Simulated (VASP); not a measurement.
Crystal: Ba2Tl5V3O12.

```
Ba V Tl O
1.0
     8.15421    0.00000    0.00000
    -4.07711    7.06176    0.00000
     0.00000    0.00000    6.92128
Ba V Tl O
2 3 5 12
Direct
  0.00000 0.00000 0.23552
  0.00000 0.00000 0.76448
  0.50000 0.00000 0.00000
  0.00000 0.50000 0.00000
  0.50000 0.50000 0.00000
  0.50000 0.00000 0.50000
  0.00000 0.50000 0.50000
  0.50000 0.50000 0.50000
  0.33333 0.66667 0.22489
  0.66667 0.33333 0.77511
  0.33890 0.34334 0.81444
  0.65666 0.99556 0.81444
  0.00444 0.66110 0.81444
  0.34334 0.33890 0.18556
  0.99556 0.65666 0.18556
  0.66110 0.00444 0.18556
  0.66110 0.65666 0.18556
  0.34334 0.00444 0.18556
  0.99556 0.33890 0.18556
  0.65666 0.66110 0.81444
  0.00444 0.34334 0.81444
  0.33890 0.99556 0.81444
```

The cell was built by a generator and needn't be a form met in nature.

```yaml
Program: VASP 6.6.1
Task: relaxation of cell and atoms
Functional: RPBE
Potentials_or_basis: VASP PAW PBE potentials, release 64 (Ba_sv, V_sv, Tl_d, O)
Cutoff: 600 eV
k_mesh: 4 × 4 × 4
Occupations: fermi-dirac, width 0.05 eV
Spin: collinear spin, ferromagnetic start
Starting_moments: "[0.0, 0.0, 2.0, 2.0, 2.0, 0.0, 0.0, 0.0, 0.0, 0.0, 0.0, 0.0, 0.0, 0.0, 0.0, 0.0, 0.0, 0.0, 0.0, 0.0, 0.0, 0.0] μB"
```

At the start: pressure 3.5 GPa; volume 18.12 Å³/atom.

Where does the relaxation end?

Over 14 steps the energy falls by 12.3 meV/atom and the volume is 19.43 Å³/atom (+7.3 %); space group P-3m1 (No. 164, to 0.05 Å); moment 0.00 μB per cell.

The path:
```tsv
step	energy change (eV)	largest force (eV/Å)	pressure (GPa)	volume (Å³)
1	0.0000	0.1895	3.55	398.55
2	-0.0944	0.7611	-1.59	422.12
3	-0.1567	0.4356	0.25	412.68
4	-0.2335	0.1892	0.13	419.22
5	-0.2504	0.1552	0.11	423.95
6	-0.2505	0.1580	0.11	424.18
7	-0.2593	0.1182	-0.12	426.05
8	-0.2631	0.0959	-0.35	428.10
9	-0.2682	0.0526	-0.06	427.62
10	-0.2688	0.0643	0.07	427.40
11	-0.2701	0.0335	0.03	427.58
12	-0.2705	0.0347	-0.02	427.75
13	-0.2706	0.0228	-0.01	427.65
14	-0.2707	0.0061	0.01	427.48
```

Final structure:
```
CELL_PARAMETERS angstrom
8.31268 0.00000 0.00000
-4.15634 7.19900 0.00000
0.00000 0.00000 7.14333
ATOMIC_POSITIONS crystal
Ba 0.00000 0.00000 0.23288
Ba 0.00000 0.00000 0.76712
V 0.50000 0.00000 0.00000
V 0.00000 0.50000 0.00000
V 0.50000 0.50000 0.00000
Tl 0.50000 0.00000 0.50000
Tl 0.00000 0.50000 0.50000
Tl 0.50000 0.50000 0.50000
Tl 0.33333 0.66667 0.22243
Tl 0.66667 0.33333 0.77757
O 0.34212 0.34455 0.81941
O 0.65546 0.99757 0.81941
O 0.00243 0.65789 0.81941
O 0.34455 0.34212 0.18059
O 0.99757 0.65546 0.18059
O 0.65789 0.00243 0.18059
O 0.65788 0.65545 0.18059
O 0.34454 0.00243 0.18059
O 0.99757 0.34211 0.18059
O 0.65545 0.65788 0.81941
O 0.00243 0.34454 0.81941
O 0.34211 0.99757 0.81941
```

Caveat: the PAW data sets were made with another functional, which shifts forces and pressure a little.
